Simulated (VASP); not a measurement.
Consider the following.

```
SnSi
1.0
    3.75930     0.00000     0.00000
   -1.87965     3.25565     0.00000
    0.00000     0.00000     3.59711
Sn Si
1 1
Direct
  0.00000   0.00000   0.00000
  0.66667   0.33333   0.50000
```

These are PBEsol GGA, VASP's PBE PAW potentials (set 64) (plane waves; VASP 6.6.1) values and carry that method's errors. Settings: 400 eV cut-off, 13×13×11 Γ-centred mesh, tetrahedra with Blöchl corrections, potentials Sn_d Si.

Unless said otherwise, spin-orbit coupling is left out, though it shifts the bands of the heavy elements here.

Question: Predict the energy per atom (σ→0), band gap (on the k-mesh) with the smallest direct gap where there is one.

Answer: 
The band gap (on the k-mesh) is none (metal, semimetal or under 0.01 eV) and the energy per atom (σ→0) is -4643 meV/atom.

Total energies compare only between runs with the same potentials, cut-off and functional.

The structure was generated: SiSn was put into the WC type (P-6m2), which need not be its known phase. It was relaxed first, which changed the volume by +11 %.
